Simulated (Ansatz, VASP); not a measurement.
# BaTiO3: VASP beside Ansatz, part 2 of 2

One calculation is typed for both programs; each brings its own data sets and cutoff. How far apart do they land? The cell is taken from a series of VASP runs on this material, whose earlier steps may have relaxed, scaled or displaced it; both programs get it as it stands.

VASP 6.6.1 and Ansatz 0.2.0.

So far: Starting point; Ansatz: relaxation of cell and atoms, PBE; VASP: relaxation of cell and atoms, PBE.

## (3) VASP: relaxation of cell and atoms, PBE (continued)

Level of this step: PBE, no spin polarisation; plane waves and PAW (Ba_sv, Ti_sv, O) (VASP).

Numbers of over 12 decimals in the logs are rounded to 6 here.

OUTCAR, selected parts (step 3):

```text
ion  position               nearest neighbor table
   1  0.000  0.000  0.013-   4 2.82   5 2.82   5 2.82   4 2.82   3 2.83   3 2.83   3 2.83   3 2.83
                             4 2.99   5 2.99   4 2.99   5 2.99   2 3.48   2 3.48   2 3.48   2 3.48
   2  0.500  0.500  0.532-   3 1.82   4 2.01   5 2.01   4 2.01   5 2.01   3 2.40   1 3.48   1 3.48
                             1 3.48   1 3.48   1 3.57   1 3.57   1 3.57   1 3.57
   3  0.500  0.500  0.963-   2 1.82   2 2.40   1 2.83   1 2.83   1 2.83   1 2.83
   4  0.500  0.000  0.485-   2 2.01   2 2.01   1 2.82   1 2.82   1 2.99   1 2.99
   5  0.000  0.500  0.485-   2 2.01   2 2.01   1 2.82   1 2.82   1 2.99   1 2.99

  LATTYP: Found a simple tetragonal cell.
 ALAT       =     3.9978499336
 C/A-ratio  =     1.0540861029

 Subroutine GETGRP returns: Found  8 space group operations
 (whereof  8 operations were pure point group operations)

The static configuration has the point symmetry C_4v.

 Found     40 irreducible k-points:

   k-points           NKPTS =     40   k-points in BZ     NKDIM =     40   number of bands    NBANDS=     26

   dimension x,y,z NGX =    30 NGY =   30 NGZ =   32
   dimension x,y,z NGXF=    60 NGYF=   60 NGZF=   64

   ENCUT  =  520.0 eV  38.22 Ry    6.18 a.u.   7.43  7.43  7.84*2*pi/ulx,y,z

   NELECT =      40.0000    total number of electrons

 k-points in reciprocal lattice and weights: Automatic mesh
   0.00000000  0.00000000  0.00000000       0.003
   0.14285714  0.00000000  0.00000000       0.014
   0.28571429  0.00000000  0.00000000       0.014
   0.42857143  0.00000000  0.00000000       0.014
   0.14285714  0.14285714  0.00000000       0.014
   0.28571429  0.14285714  0.00000000       0.027
   0.42857143  0.14285714  0.00000000       0.027
   0.28571429  0.28571429  0.00000000       0.014
   0.42857143  0.28571429  0.00000000       0.027
[...]
0.42857143  0.28571429  0.50000000       0.027
   0.42857143  0.42857143  0.50000000       0.014

 average (electrostatic) potential at core
       1 -33.4895       2 -77.1738       3 -70.2953       4 -69.9492       5 -69.9492

 E-fermi :   3.8467

 k-point     1 :       0.0000    0.0000    0.0000
  band No.  band energies     occupation
    ...
     16       1.9440      2.00000
     17       2.3643      2.00000
     18       2.7305      2.00000
     19       3.1067      2.00000
     20       3.1067      2.00000
     21       5.4399      0.00000
     22       6.0693      0.00000
     23       6.0693      0.00000
     24       7.6064      0.00000
     25       7.8144      0.00000
    ...

 k-point     2 :       0.1429    0.0000    0.0000
  band No.  band energies     occupation
    ...
     16       1.8227      2.00000
     17       2.2958      2.00000
     18       2.5580      2.00000
     19       2.8638      2.00000
     20       2.9533      2.00000
     21       5.7997      0.00000
     22       6.0795      0.00000
     23       6.0930      0.00000
     24       7.7589      0.00000
     25       8.1501      0.00000
    ...

 k-point     3 :       0.2857    0.0000    0.0000
  band No.  band energies     occupation
    ...
     16       1.6763      2.00000
     17       2.0120      2.00000
     18       2.2053      2.00000
     19       2.4514      2.00000
     20       2.5929      2.00000
     21       6.0914      0.00000
     22       6.5176      0.00000
     23       6.5291      0.00000
     24       7.7505      0.00000
     25       8.7745      0.00000
    ...

  Total       -0.0166202     -0.0166202      0.0381653      0.0000000      0.0000000      0.0000000
  in kB       -0.3948831     -0.3948831      0.9067781      0.0000000      0.0000000      0.0000000
  external PRESSURE =       0.0390040 kB  Pullay stress =       0.0000000 kB

  energy-cutoff  :      520.00
  volume of cell :       67.43
      direct lattice vectors                 reciprocal lattice vectors
     3.998717862  0.000000000  0.000000000     0.250080159  0.000000000  0.000000000
     0.000000000  3.998717862 -0.000000000     0.000000000  0.250080159 -0.000000000
     0.000000000  0.000000000  4.217323179     0.000000000  0.000000000  0.237117232

 POSITION                                       TOTAL-FORCE (eV/Angst)
 -----------------------------------------------------------------------------------
      0.00000      0.00000      0.05469         0.000000      0.000000      0.004919
      1.99936      1.99936      2.24348         0.000000      0.000000      0.003927
      1.99936      1.99936      4.06028         0.000000     -0.000000     -0.006923
      1.99936      0.00000      2.04392         0.000000     -0.000000     -0.000961
      3.99872      1.99936      2.04392         0.000000     -0.000000     -0.000961
 -----------------------------------------------------------------------------------
    total drift:                                0.000000      0.000000      0.001575

  FREE ENERGIE OF THE ION-ELECTRON SYSTEM (eV)
  ---------------------------------------------------
  free  energy   TOTEN  =       -40.0445268794 eV

  energy  without entropy=      -40.0445268794  energy(sigma->0) =      -40.04452688

 reached required accuracy - stopping structural energy minimisation

 total charge
# of ion       s       p       d       tot
------------------------------------------
    1        2.005   5.645   0.300   7.950
    2        2.216   6.256   1.762  10.234
    3        1.570   3.452   0.000   5.022
    4        1.562   3.456   0.000   5.018
    5        1.562   3.456   0.000   5.018
--------------------------------------------------
tot          8.915  22.264   2.063  33.242

[... 3 further parts left out ...]
```

CONTCAR:

```
BaTiO3
   1.00000000000000
     3.9987178623891952    0.0000000000000000    0.0000000000000000
     0.0000000000000000    3.9987178623891952   -0.0000000000000000
     0.0000000000000000    0.0000000000000000    4.2173231793714718
  Ba              Ti              O
     1     1     3
Direct
     0.0000000000000000    0.0000000000000000    0.0129689622388465
     0.5000000000000000    0.5000000000000000    0.5319687984855395
     0.5000000000000000    0.5000000000000000    0.9627634873249831
     0.5000000000000000    0.0000000000000000    0.4846493759753174
     1.0000000000000000    0.5000000000000000    0.4846493759753174
```

Harder data sets than Ba_sv exist (the GW ones), and pressures, volumes and forces can shift noticeably with them. The run keeps the 8 symmetry operations of its start, so it cannot find a distortion of lower symmetry.

## (4) Differences

Known differences besides the potentials themselves: both relaxations stop at a tolerance, which leaves soft axes loose, and VASP keeps its plane-wave basis; the cutoff is 420 eV in Ansatz and 520 eV in VASP; Ansatz adds a Pulay correction to the stress that steers its cell, VASP none. Total energies have different zeros and are not compared.

Both answers:

```
                                         quantity  Ansatz   VASP  difference
                                      volume (Å³)   66.75  67.43     -1.01 %
edge a after relaxation, in the typed setting (Å)   3.985  3.999     -0.34 %
edge c after relaxation, in the typed setting (Å)   4.203  4.217     -0.34 %
```

The walks stopped with 0.00 GPa left in Ansatz and 0.00 GPa in VASP; each walk ends within a tolerance, so the volume difference is uncertain by about these residues over the bulk modulus, most in soft cells.

## (5) Summary of results

```
difference in volume (relaxation of cell and atoms, PBE) : -1.0 %
```

What this shows: The difference in volume is -1.0 % (relaxation of cell and atoms, PBE), within the 1.2 % picked in this series as the mark of a large difference, as far as the stopping tolerances let one tell. Such differences can come from data sets, numerical settings and the points named under the comparisons, not from the functional's error against experiment.

[Lines on the potential files, build, host, timing and source positions are cut from VASP's logs without a mark.]

[Logs are printed without paths, hosts, clocks, repeated set-up lines and the standing remarks that a program may print on its own settings, such as how far it seeks lower states.]

[Hosts, paths, dates, database ids (printed as entryN), source tags and the programs' standing remarks are cut or masked in the printed files.]
